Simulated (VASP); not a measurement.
Consider the following.

```
ReRh2
1.0
    0.00000     3.58740     3.58740
    3.58740     0.00000     3.58740
    3.58740     3.58740     0.00000
Rh Re
4 2
Direct
  0.12500   0.12500   0.12500
  0.62500   0.12500   0.12500
  0.12500   0.62500   0.12500
  0.12500   0.12500   0.62500
  0.75000   0.75000   0.75000
  0.50000   0.50000   0.50000
```

Level of theory: PBE GGA, VASP's PBE PAW potentials (set 64) (plane waves; VASP). Numerical set-up: 300 eV cut-off, 6×6×6 Γ-centred mesh, Gaussian smearing of 0.10 eV, potentials Rh_pv Re.

At this cut-off the stress carries a Pulay error, which pulls relaxed volumes low.

Give the stress tensor in GPa (positive for a compressed cell).

```
-12.56    0.00    0.00
  0.00  -12.56    0.00
  0.00    0.00  -12.56
```
The pressure is its mean diagonal, -12.56 GPa.

The structure was generated: ReRh2 was put into an ordered model structure, which need not be its known phase. The cell was not relaxed at this level.
